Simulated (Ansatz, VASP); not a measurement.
# WSe2 in two plane-wave programs

Wanted: the spread between two codes on one cell, functional and k mesh. Of the first pair: The cell is taken from a series of runs on this material, whose earlier steps may have relaxed, scaled, displaced or heated it; both programs get it as it stands.

Main program and level: Ansatz 0.2.0; plane waves, with VASP 6.6.1 beside it; relaxation of cell and atoms at LDA and single point at LDA.

**1. The starting structure**

The structure is hexagonal, space group P6_3/mmc (No. 194). Conventional cell: a = 3.250 Å, b = 3.250 Å, c = 12.823 Å, α = 90.00°, β = 90.00°, γ = 120.00°. Nearest to W lie 6 Se at 2.51 Å. Nearest to Se lie 3 W at 2.51 Å. Farther neighbours and most contacts between anions are not listed.

Coordinates:

```cif
data_structure
_symmetry_space_group_name_H-M 'P 1'
_symmetry_Int_Tables_number 1
_cell_length_a 3.2496
_cell_length_b 3.2496
_cell_length_c 12.8230
_cell_angle_alpha 90.000
_cell_angle_beta 90.000
_cell_angle_gamma 120.000
_cell_volume 117.27
loop_
_atom_site_label
_atom_site_type_symbol
_atom_site_fract_x
_atom_site_fract_y
_atom_site_fract_z
_atom_site_occupancy
W1 W 0.33333 0.66667 0.25000 1
W2 W 0.66667 0.33333 0.75000 1
Se3 Se 0.33333 0.66667 0.62001 1
Se4 Se 0.66667 0.33333 0.12001 1
Se5 Se 0.33333 0.66667 0.87999 1
Se6 Se 0.66667 0.33333 0.37999 1
```

**2. Ansatz: relaxation of cell and atoms, LDA**

Ansatz runs on its PAW soft_1 files.

The relaxed volume is the usual yardstick between codes: in a stiff, nearly cubic crystal its relative difference is about their pressure difference at one cell divided by the bulk modulus.

The input, input.yaml:

```yaml
crystal:
  lattice:
    - [3.2496387595, 0.0, 0.0]
    - [-1.6248193797, 2.8142697188, 0.0]
    - [0.0, 0.0, 12.822986652]
  atoms:
    - { symbol: W, position: [0.3333333333, 0.6666666667, 0.25] }
    - { symbol: W, position: [0.6666666667, 0.3333333333, 0.75] }
    - { symbol: Se, position: [0.3333333333, 0.6666666667, 0.6200083692] }
    - { symbol: Se, position: [0.6666666667, 0.3333333333, 0.1200083692] }
    - { symbol: Se, position: [0.3333333333, 0.6666666667, 0.8799916308] }
    - { symbol: Se, position: [0.6666666667, 0.3333333333, 0.3799916308] }
kpoints:
  mp_grid: { grid: [9, 9, 2] }
hamiltonian:
  xc: lda
  pseudopotentials: { kind: paw, azcp: { folder: soft_1 }, xc_functional: pbe }
scf:
  occupations: { method: fixed }
output:
  forces: true
  stress: true
  eigenvalues: true
relax:
  adjacent_minimum: "off"
  f_tol: 0.001
  max_steps: 60
  cell: { stress_tol: 0.01 }
```

On the command line:

```
$ ansatz run input.yaml --threads 8 --pin off --max-ram 15360MiB --backend cpu --events-out ev --progress --plain --runs-dir out
```

Numbers of over 12 decimals in the logs are rounded to 6 here.

Output:

```text
Engine: ansatz 0.2.0, aarch64-unknown-linux-gnu
Pseudopotentials: kind: paw
Pseudopotential: W, paw, valence charge 14, recommended cutoff 420 eV (normal), soft_1/W.paw.azcp
Pseudopotential: Se, paw, valence charge 16, recommended cutoff 420 eV (normal), soft_1/Se.paw.azcp
Functional definition: SPW92
  exchange = slater_x
  correlation = pw_c
Crystal: 6 atoms, lattice volume = 117.271 Å³
Basis set: ecut = 420 eV, 2323 PW (Γ)
Bands: 56, of which v1, the nominal top of the filled ones, is band 46 counted from 1 (45 counted from 0)
Symmetry: 24 space group operations
Space group: P63/mmc (ITA 194), of the structure as read, at distance tolerance 4.9e-5 Å
k-points: 24 of 162
Non-local potential: W, projectors of the file, l = 0: 3, l = 1: 2, l = 2: 2, l = 3: 1
Non-local potential: Se, projectors of the file, l = 0: 2, l = 1: 2, l = 2: 3, l = 3: 1
PAW form: soft (Blöchl's): semilocal exchange-correlation on the pseudo side does not see the compensation charge
PAW frozen core: W, regenerated for the run's functional, and the local potential with it (the file was generated under x = pbe(κ = 0.804, μ = 0.219515), c = pbe(β = 0.066725))
PAW frozen core: Se, regenerated for the run's functional, and the local potential with it (the file was generated under x = pbe(κ = 0.804, μ = 0.219515), c = pbe(β = 0.066725))
PAW one-centre angular grid: W, 590 points (default); XC on 64 Gauss nodes
PAW one-centre angular grid: Se, 590 points (default); XC on 64 Gauss nodes
Initial density: superposition of atomic densities (chi_scale 0.1, normalization cell, long waves kept (reshape's long-wave potential 0.03 eV rms))
Initial wavefunctions: pseudopotential atomic-orbital guess
Functional: x = slater, c = lda
SCF iter   1: F=—  HF=-41799.390558 eV  |F-HF|=—  |Δ(HF+E_count)|=         —  Δρ=3.78e-2  dr2=6.57e0  ethr=3.10e-3  ⟨swp⟩=4.8  Hψ=4175  notcnv=0  defer=142
preconditioner: auto → Resta (q_TF=auto, 2.620 Å⁻¹)  ε∞=6.1  [insulator: Δε(μ)=0.894 eV  Ē_g=9.132 eV  n_scr=40 (ndim 8)  ℏωp=20.6 eV  f_vac=0.015  ε∞_Penn≈6.1]
SCF iter   2: F=—  HF=-41798.366712 eV  |F-HF|=—  |Δ(HF+E_count)|=    1.02e0  Δρ=2.27e-2  dr2=8.37e-1  ethr=3.10e-3  ⟨swp⟩=2.1  Hψ=1849  notcnv=0  defer=123
SCF iter   3: F=—  HF=-41798.137041 eV  |F-HF|=—  |Δ(HF+E_count)|=   2.30e-1  Δρ=8.79e-3  dr2=2.51e-1  ethr=9.10e-4  ⟨swp⟩=2.1  Hψ=1701  notcnv=0  defer=170
SCF iter   4: F=—  HF=-41798.078742 eV  |F-HF|=—  |Δ(HF+E_count)|=   5.83e-2  Δρ=2.24e-3  dr2=7.47e-3  ethr=2.72e-4  ⟨swp⟩=2.0  Hψ=1685  notcnv=0  defer=172
SCF iter   5: F=—  HF=-41798.077194 eV  |F-HF|=—  |Δ(HF+E_count)|=   1.55e-3  Δρ=1.00e-3  dr2=1.68e-3  ethr=8.12e-6  ⟨swp⟩=2.0  Hψ=2446  notcnv=0  defer=190
SCF iter   6: F=—  HF=-41798.077005 eV  |F-HF|=—  |Δ(HF+E_count)|=   1.88e-4  Δρ=3.18e-4  dr2=1.18e-4  ethr=1.83e-6  ⟨swp⟩=2.0  Hψ=2372  notcnv=0  defer=190
[...]
SCF converged after 5 iterations
Free energy (F): -41798.077050 eV
Harris-Foulkes:  -41798.077050 eV  (|F-HF|=7.28e-12)
Internal energy: -41798.077050 eV  (E = F + TS)
E sigma→0 (E₀):  -41798.077050 eV
Fermi energy:    12.881642 eV
--- Per-component energies (eV) ---
  E_band       = -1698.406497
  E_kinetic    = 1296.974378
  E_local      = -11985.387829  (includes V_loc(G=0)·N_el)
  E_nonlocal   = -1439.749148
  E_hartree    = 6185.900527
  E_xc         = -874.606943
  E_vxc        = -830.304689  (∫ρ·V_xc dr)
  E_paw        = -24832.246519  (= ΣΔE_a)
  E_vpaw       = -1111.738991  (= ΣTr[D̂ρ^β])
  E_aug_tail   = -0.001211  (compensation charges beyond the density's cutoff)
  E_ewald      = -10158.396243
  E_core_change = 9.435938  (= ΣΔE_core)
  E_smearing   = -0.000000  (= −TS)
  E_closure    = -0.000000  (closes the sum)
  Σ components = -41798.077050   (vs F -41798.077050, Δ=0.00e0)
--- Forces (eV/Å), atoms counted from 1 ---
  atom   1  W      0.00000000     0.00000000     0.00000000
  atom   2  W     -0.00000000    -0.00000000    -0.00000000
  atom   3  Se    -0.00000000     0.00000000     0.00002391
  atom   4  Se     0.00000000    -0.00000000     0.00002391
  atom   5  Se     0.00000000     0.00000000    -0.00002391
  atom   6  Se     0.00000000     0.00000000    -0.00002391
  max |Σ_I F_I| component: 1.04e-17 eV/Å
--- Stress (GPa, compression-positive) ---
        0.001821      -0.000000       0.000000
       -0.000000       0.001821       0.000000
        0.000000       0.000000      -0.002569
  P = ⅓ Tr σ = 0.0004 GPa (0.004 kbar)
--- Band table (eV; the first three rows and the last of 24) ---
  k-point 0: bands = [... 42 lower, 11.3977, 11.6199, 11.8671, 12.8816, 15.6133, 15.6133, 15.6700, 15.6700, ... 6 higher]
  k-point 1: bands = [... 42 lower, 11.3676, 11.3676, 12.6571, 12.6571, 15.6188, 15.6188, 15.6188, 15.6188, ... 6 higher]
  k-point 2: bands = [... 42 lower, 11.2652, 11.6728, 12.0774, 12.5621, 15.0750, 15.2755, 15.4040, 15.4143, ... 6 higher]
  k-point 23: bands = [... 42 lower, 10.0876, 10.0876, 12.4953, 12.4953, 14.2800, 14.2800, 15.2387, 15.2387, ... 6 higher]
--- Relaxed structure (3 steps of the walk, 2 accepted, 1 SCFs on fresh bases) ---
  F+E_penalty+E_count = -41798.07705037 eV   max|allowed force component| = 2.391e-5 eV/Å   (the final SCF, on the basis selected at the relaxed cell)
  cell:  # Å, volume = 117.2730 Å³
    - [3.249882, -2.8869614751914e-11, 0]
    - [-1.624941, 2.814481, 0]
    - [0, 0, 12.821298]
  atoms:
    - { symbol: W, position: [0.333333, 0.666667, 0.250000] }
    - { symbol: W, position: [0.666667, 0.333333, 0.75] }
    - { symbol: Se, position: [0.333333, 0.666667, 0.620002] }
    - { symbol: Se, position: [0.666667, 0.333333, 0.120002] }
    - { symbol: Se, position: [0.333333, 0.666667, 0.879998] }
    - { symbol: Se, position: [0.666667, 0.333333, 0.379998] }
```

In the SCF lines HF is the Harris–Foulkes energy and dr2 the Hartree energy of the density residual, in eV; the loop may stop once dr2 is under the threshold and the program's other checks hold. Hψ counts applications of the Hamiltonian.

**3. VASP: relaxation of cell and atoms, LDA**

The same cell, functional (in two slightly different forms) and mesh now go to VASP, with its own data sets.

Lines of VASP's logs that name or quote its potential files are left out, and so is its time.

The input, INCAR:

```
SYSTEM = WSe2
PREC = Accurate
ENCUT = 600
EDIFF = 1E-07
NELM = 120
ISMEAR = 0
SIGMA = 0.01
LREAL = .FALSE.
ALGO = Normal
GGA = CA
NBANDS = 24
LASPH = .TRUE.
LORBIT = 11
LWAVE = .FALSE.
LCHARG = .FALSE.
ISIF = 3
IBRION = 2
NSW = 80
EDIFFG = -0.005
GGA_COMPAT = .FALSE.
NELMIN = 4
EFERMI = MIDGAP
KPAR = 2
```

The input, POSCAR:

```
WSe2
1.0
    3.2496390000      0.0000000000      0.0000000000
   -1.6248190000      2.8142700000      0.0000000000
    0.0000000000      0.0000000000     12.8229870000
W Se
2 4
Direct
    0.3333332308      0.6666666667      0.2500000195
    0.6666664615      0.3333333333      0.7499999805
    0.3333332308      0.6666666667      0.6200083491
    0.6666664615      0.3333333333      0.1200083881
    0.3333332308      0.6666666667      0.8799916119
    0.6666664615      0.3333333333      0.3799916509
```

The input, KPOINTS:

```
Automatic mesh
0
Gamma
9 9 2
0 0 0
```

The projector-augmented-wave data sets are W and Se (LDA family, release 64).

On the command line:

```
$ mpirun -np 2 vasp_std
```

Output:

```text
[banner, memory and clock lines left out]
running    2 mpi-ranks, on    1 nodes
 distrk:  each k-point on    1 cores,    2 groups
 distr:  one band on    1 cores,    1 groups

 POSCAR found type information on POSCAR W Se
 POSCAR found :  2 types and       6 ions
 LDA part: xc-table for (Slater(with rela. corr.)+CA(PZ))
 , standard interpolation
 POSCAR, INCAR and KPOINTS ok, starting setup
 FFT: planning ... GRIDC
 FFT: planning ... GRID_SOFT
 FFT: planning ... GRID
 WAVECAR not read
 entering main loop
       N       E                     dE             d eps       ncg     rms          rms(c)
DAV:   1     0.195654526407E+03    0.19565E+03   -0.17134E+04  1152   0.147E+03
DAV:   2    -0.349085164898E+02   -0.23056E+03   -0.22105E+03  1560   0.273E+02
DAV:   3    -0.503553515124E+02   -0.15447E+02   -0.15306E+02  1504   0.674E+01
DAV:   4    -0.506523253317E+02   -0.29697E+00   -0.29615E+00  1528   0.991E+00
DAV:   5    -0.506577682317E+02   -0.54429E-02   -0.54367E-02  1528   0.110E+00    0.326E+01
DAV:   6    -0.491065589411E+02    0.15512E+01   -0.68449E+00  1624   0.123E+01    0.132E+01
DAV:   7    -0.488554233384E+02    0.25114E+00   -0.39244E+00  1520   0.981E+00    0.728E+00
DAV:   8    -0.486646357562E+02    0.19079E+00   -0.61106E-01  1560   0.453E+00    0.859E-01
DAV:   9    -0.486634933554E+02    0.11424E-02   -0.60491E-02  1584   0.129E+00    0.273E-01
DAV:  10    -0.486623038241E+02    0.11895E-02   -0.61607E-03  1584   0.428E-01    0.185E-01
DAV:  11    -0.486622754518E+02    0.28372E-04   -0.84845E-04  1576   0.156E-01    0.638E-02
DAV:  12    -0.486622014956E+02    0.73956E-04   -0.29630E-04  1616   0.956E-02    0.263E-02
DAV:  13    -0.486622025258E+02   -0.10302E-05   -0.18023E-05  1488   0.239E-02    0.820E-03
DAV:  14    -0.486622023134E+02    0.21240E-06   -0.38248E-06  1608   0.924E-03    0.537E-03
DAV:  15    -0.486622021564E+02    0.15699E-06   -0.69870E-07  1480   0.478E-03    0.752E-04
DAV:  16    -0.486622021592E+02   -0.27653E-08   -0.39604E-08   904   0.110E-03
   1 F= -.48662202E+02 E0= -.48662202E+02  d E =-.486622E+02
 curvature:   0.00 expect dE= 0.000E+00 dE for cont linesearch  0.000E+00
 trial: gam= 0.00000 g(F)=  0.847E-04 g(S)=  0.183E-03 ort = 0.000E+00 (trialstep = 0.100E+01)
 search vector abs. value=  0.268E-03
 bond charge predicted
       N       E                     dE             d eps       ncg     rms          rms(c)
DAV:   1    -0.486623466653E+02   -0.14451E-03   -0.11733E-02  1184   0.594E-01    0.205E-01
DAV:   2    -0.486621178355E+02    0.22883E-03   -0.56396E-04  1352   0.118E-01    0.113E-01
DAV:   3    -0.486620337452E+02    0.84090E-04   -0.25972E-04  1368   0.680E-02    0.282E-02
DAV:   4    -0.486620312640E+02    0.24812E-05   -0.15575E-05  1664   0.240E-02    0.126E-02
DAV:   5    -0.486620309991E+02    0.26496E-06   -0.46089E-06  1384   0.106E-02    0.823E-03
DAV:   6    -0.486620308276E+02    0.17149E-06   -0.48555E-07  1384   0.385E-03    0.178E-03
DAV:   7    -0.486620307720E+02    0.55555E-07   -0.20724E-07  1056   0.213E-03
   2 F= -.48662031E+02 E0= -.48662031E+02  d E =0.171387E-03
 trial-energy change:    0.000171  1 .order    0.000172   -0.000268    0.000612
 step:   0.3054(harm=  0.3046)  dis= 0.00031  next Energy=   -48.662243 (dE=-0.409E-04)
 bond charge predicted
       N       E                     dE             d eps       ncg     rms          rms(c)
DAV:   1    -0.486623959378E+02   -0.36511E-03   -0.56703E-03  1184   0.413E-01    0.142E-01
DAV:   2    -0.486622853243E+02    0.11061E-03   -0.27168E-04  1304   0.818E-02    0.786E-02
DAV:   3    -0.486622446866E+02    0.40638E-04   -0.12485E-04  1384   0.472E-02    0.196E-02
DAV:   4    -0.486622434936E+02    0.11930E-05   -0.74790E-06  1648   0.166E-02    0.874E-03
DAV:   5    -0.486622433692E+02    0.12443E-06   -0.21811E-06  1352   0.731E-03    0.570E-03
DAV:   6    -0.486622432848E+02    0.84367E-07   -0.22185E-07   984   0.266E-03
   3 F= -.48662243E+02 E0= -.48662243E+02  d E =-.411256E-04
 curvature:  -0.15 expect dE=-0.147E-05 dE for cont linesearch -0.359E-07
 trial: gam= 0.06565 g(F)=  0.136E-05 g(S)=  0.828E-05 ort =-0.794E-05 (trialstep = 0.861E+00)
 search vector abs. value=  0.976E-05
 reached required accuracy - stopping structural energy minimisation
```

OUTCAR, selected parts (step 3):

```text
ion  position               nearest neighbor table
   1  0.333  0.667  0.250-   4 2.51   6 2.51   4 2.51   6 2.51   4 2.51   6 2.51
   2  0.667  0.333  0.750-   3 2.51   5 2.51   3 2.51   5 2.51   3 2.51   5 2.51
   3  0.333  0.667  0.620-   2 2.51   2 2.51   2 2.51
   4  0.667  0.333  0.120-   1 2.51   1 2.51   1 2.51
   5  0.333  0.667  0.880-   2 2.51   2 2.51   2 2.51
   6  0.667  0.333  0.380-   1 2.51   1 2.51   1 2.51

  LATTYP: Found a hexagonal cell.
 ALAT       =     3.2496390000
 C/A-ratio  =     3.9459727681

 Subroutine GETGRP returns: Found 24 space group operations
 (whereof 12 operations were pure point group operations)

The static configuration has the point symmetry D_3d.
 The point group associated with its full space group is D_6h.

 Found     24 irreducible k-points:

   k-points           NKPTS =     24   k-points in BZ     NKDIM =     24   number of bands    NBANDS=     24

   dimension x,y,z NGX =    28 NGY =   28 NGZ =  108
   dimension x,y,z NGXF=    56 NGYF=   56 NGZF=  216

   ENCUT  =  600.0 eV  44.10 Ry    6.64 a.u.   6.49  6.49 25.61*2*pi/ulx,y,z

   NELECT =      36.0000    total number of electrons

 k-points in reciprocal lattice and weights: Automatic mesh
   0.00000000  0.00000000  0.00000000       0.006
   0.11111111 -0.00000000  0.00000000       0.037
   0.22222222  0.00000000  0.00000000       0.037
   0.33333333  0.00000000  0.00000000       0.037
   0.44444444  0.00000000  0.00000000       0.037
   0.11111111  0.11111111  0.00000000       0.037
   0.22222222  0.11111111  0.00000000       0.074
   0.33333333  0.11111111  0.00000000       0.074
   0.44444444  0.11111111  0.00000000       0.037
[...]
0.33333333  0.22222222  0.50000000       0.074
   0.33333333  0.33333333  0.50000000       0.012

 average (electrostatic) potential at core
       1 -40.5429       2 -40.5429       3 -58.9229       4 -58.9228       5 -58.9228
       6 -58.9229

 E-fermi :   6.1856

 k-point     1 :       0.0000    0.0000    0.0000
  band No.  band energies     occupation
    ...
     14       4.2075      2.00000
     15       4.2075      2.00000
     16       4.4196      2.00000
     17       4.7004      2.00000
     18       5.6907      2.00000
     19       8.4352      0.00000
     20       8.4352      0.00000
     21       8.4941      0.00000
     22       8.4941      0.00000
     23       8.5362      0.00000
    ...

 k-point     2 :       0.1111   -0.0000    0.0000
  band No.  band energies     occupation
    ...
     14       3.8994      2.00000
     15       4.0804      2.00000
     16       4.4728      2.00000
     17       4.9115      2.00000
     18       5.3727      2.00000
     19       7.8991      0.00000
     20       8.0926      0.00000
     21       8.2171      0.00000
     22       8.2307      0.00000
     23       8.2633      0.00000
    ...

 k-point     3 :       0.2222    0.0000    0.0000
  band No.  band energies     occupation
    ...
     14       3.6394      2.00000
     15       3.7161      2.00000
     16       4.3731      2.00000
     17       4.3886      2.00000
     18       4.5616      2.00000
     19       7.0209      0.00000
     20       7.8076      0.00000
     21       7.9435      0.00000
     22       7.9842      0.00000
     23       8.1092      0.00000
    ...

  Total       -0.0226934     -0.0226934     -0.0002098     -0.0000000     -0.0000000      0.0000000
  in kB       -0.3098630     -0.3098630     -0.0028640     -0.0000001     -0.0000000      0.0000000
  external PRESSURE =      -0.2075300 kB  Pullay stress =       0.0000000 kB

  energy-cutoff  :      600.00
  volume of cell :      117.34
      direct lattice vectors                 reciprocal lattice vectors
     3.250042819  0.000000000  0.000000000     0.307688254  0.177643837  0.000000000
    -1.625020910  2.814619718 -0.000000000    -0.000000000  0.355287783  0.000000000
    -0.000000000 -0.000000000 12.827171882    -0.000000000  0.000000000  0.077959507

 POSITION                                       TOTAL-FORCE (eV/Angst)
 -----------------------------------------------------------------------------------
      0.00000      1.87641      3.20679         0.000000      0.000000     -0.000000
      1.62502      0.93821      9.62038        -0.000000      0.000000     -0.000000
      0.00000      1.87641      7.95264        -0.000000     -0.000000     -0.002659
      1.62502      0.93821      1.53906         0.000000      0.000000     -0.002659
      0.00000      1.87641     11.28811        -0.000000     -0.000000      0.002659
      1.62502      0.93821      4.87453         0.000000      0.000000      0.002659
 -----------------------------------------------------------------------------------
    total drift:                                0.000626     -0.000019      0.000117

  FREE ENERGIE OF THE ION-ELECTRON SYSTEM (eV)
  ---------------------------------------------------
  free  energy   TOTEN  =       -48.6622432848 eV

  energy  without entropy=      -48.6622432848  energy(sigma->0) =      -48.66224328

 reached required accuracy - stopping structural energy minimisation

 total charge
# of ion       s       p       d       tot
------------------------------------------
    1        0.547   0.641   4.263   5.451
    2        0.547   0.641   4.263   5.451
    3        1.480   2.361   0.075   3.916
    4        1.480   2.361   0.075   3.916
    5        1.480   2.361   0.075   3.916
    6        1.480   2.361   0.075   3.916
--------------------------------------------------
tot          7.015  10.727   8.826  26.568

[... 3 further parts left out ...]
```

CONTCAR:

```
WSe2
   1.00000000000000
     3.2500428193908766    0.0000000000717450    0.0000000000000000
    -1.6250209095711723    2.8146197178423336   -0.0000000000000000
    -0.0000000000000000   -0.0000000000000000   12.8271718818826255
  W               Se
     2     4
Direct
     0.3333332308000010    0.6666666667000030    0.2500000194999998
     0.6666664615000002    0.3333333332999970    0.7499999805000002
     0.3333332308000010    0.6666666667000030    0.6199842210042754
     0.6666664615000002    0.3333333332999970    0.1199842600042750
     0.3333332308000010    0.6666666667000030    0.8800157399957249
     0.6666664615000002    0.3333333332999970    0.3800157789957246
```

The run keeps the 24 symmetry operations of its start, so it cannot find a distortion of lower symmetry.

**4. Comparison**

Known differences besides the potentials themselves: the two LDA forms differ slightly; fixed occupations in Ansatz, narrow Gaussian smearing in VASP; the data sets hold 92 valence electrons in Ansatz (on its PAW soft_1 files) and 36 in VASP; the cutoff is 420 eV in Ansatz and 600 eV in VASP; VASP's log shows a relativistic correction to its local exchange, Ansatz's none. Total energies have different zeros and are not compared.

Compared:

```
                                         quantity  Ansatz    VASP  difference
                                      volume (Å³)  117.27  117.34     -0.06 %
edge a after relaxation, in the typed setting (Å)   3.250   3.250     +0.00 %
edge c after relaxation, in the typed setting (Å)  12.821  12.827     -0.05 %
```

(Continued in part 2 of 2.)

[Lines on the potential files, build, host, timing and source positions are cut from VASP's logs without a mark.]

[Logs are printed without paths, hosts, clocks, repeated set-up lines and the standing remarks that a program may print on its own settings, such as how far it seeks lower states.]

[Hosts, paths, dates, database ids (printed as entryN), source tags and the programs' standing remarks are cut or masked in the printed files.]
